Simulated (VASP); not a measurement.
**Zr (relaxed from the diamond structure, space group Fd-3m): computed properties**

Computed with r2SCAN meta-GGA, VASP's PBE PAW potentials (set 64) (plane waves; VASP).

```yaml
space_group: Fd-3m (227)
cell: a = b = c = 6.1862 Å, α = β = γ = 90.00°
volume_per_atom: 29.59 Å³/atom
band gap (over mesh and band path): none (metal, semimetal or under 0.01 eV)
density: 5.12 g/cm³
```

```cif
data_Zr8
_chemical_formula_sum 'Zr8'
_space_group_name_H-M_alt 'Fd-3m :1'
_space_group_IT_number 227
_space_group_name_Hall 'F 4d 2 3 -1d'
_cell_length_a 6.18621
_cell_length_b 6.18621
_cell_length_c 6.18621
_cell_angle_alpha 90.000
_cell_angle_beta 90.000
_cell_angle_gamma 90.000
loop_
_atom_site_label
_atom_site_type_symbol
_atom_site_symmetry_multiplicity
_atom_site_Wyckoff_symbol
_atom_site_fract_x
_atom_site_fract_y
_atom_site_fract_z
_atom_site_occupancy
Zr1 Zr 8 a 0.00000 0.00000 0.00000 1
```
(The calculation used a cell of 2 atoms; values per cell refer to that cell.)

The structure was generated: Zr was put into the diamond type (Fd-3m), which need not be its known phase. It was relaxed first, which changed the volume by -11 %. Symmetry was kept, so distortions that lower it aren't found.
